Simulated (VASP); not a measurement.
Consider the following.

```xyz
6
Lattice="4.9937 0.0000 0.0000 0.0000 4.9937 0.0000 0.0000 0.0000 3.4168" Properties=species:S:1:pos:R:3 pbc="T T T"
Pb     0.0000     0.0000     0.0000
Pb     2.4968     2.4968     1.7084
O      1.5351     1.5351     0.0000
O      4.0319     0.9617     1.7084
O      0.9617     4.0319     1.7084
O      3.4586     3.4586     0.0000
```

Calculation: PBEsol GGA, VASP's PBE PAW potentials (set 64) (plane waves; VASP 6.6.1). Settings: 520 eV cut-off, 5×5×7 Γ-centred mesh, tetrahedra with Blöchl corrections, potentials Pb_d O.

The cores are frozen, which limits the accuracy of field gradients.

Q: Give the principal components of the electric field gradient (V/Å²) and the asymmetry η at each nucleus.

A: 
| atom | Vxx | Vyy | Vzz | η |
|---|---|---|---|---|
| Pb1 | -114.3 | -15.8 | 130.1 | 0.76 |
| Pb2 | -114.3 | -15.8 | 130.1 | 0.76 |
| O3 | 76.6 | 53.0 | -129.6 | 0.18 |
| O4 | 76.6 | 53.0 | -129.6 | 0.18 |
| O5 | 76.6 | 53.0 | -129.6 | 0.18 |
| O6 | 76.6 | 53.0 | -129.6 | 0.18 |

The compound is PbO2 in the rutile structure. It was relaxed first.
